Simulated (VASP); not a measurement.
A run of VASP 6.6.1:

INCAR

```
SYSTEM = Y3F
PREC = Accurate ; ENCUT = 600
EDIFF = 1E-7 ; ISMEAR = -1
SIGMA = 0.05 ; LREAL = .FALSE.
LASPH = .TRUE. ; NELM = 60
ALGO = Fast ; ISIF = 3
LWAVE = .FALSE. ; LCHARG = .FALSE.
GGA = B5 ; ALDAX = 1.0
AGGAX = 1.0 ; AGGAC = 1.0
ALDAC = 0.0 ; IVDW = 13
VDW_S6 = 1.0 ; VDW_S8 = 2.34076671
VDW_A1 = 0.44488865 ; VDW_A2 = 4.0933009
IBRION = 2 ; NSW = 60
EDIFFG = -0.01
```

File KPOINTS:

```
regular mesh
0
G
  4 4 6
  0 0 0
```

File POSCAR:

```
Y3F
1.0
    6.2666500000      0.0000000000      0.0000000000
   -3.1333300000      5.4270800000      0.0000000000
    0.0000000000      0.0000000000      3.3619900000
Y F
3 1
Direct
    0.5000000000      0.0000000000      0.0000000000
    0.0000000000      0.5000000000      0.0000000000
    0.5000000000      0.5000000000      0.0000000000
    0.0000000000      0.0000000000      0.0000000000
```

Potentials or basis: VASP PAW PBE potentials, release 64 (Y_sv, F).

Command:

```bash
$ cat potpaw_PBE.64/Y_sv/POTCAR potpaw_PBE.64/F/POTCAR > POTCAR
$ mpirun -np 1 vasp_std > vasp.out
```

Hardware: 1 thread of AMD EPYC 9R14 (Zen 4), with other jobs on the host.

Task: Estimate the wall time of this run.

Result: Wall time 8.1 min on 1 thread of AMD EPYC 9R14 (Zen 4) (shared host), peak memory 0.26 GiB. Counts: scf iterations 86, k points 16, ion steps 5.
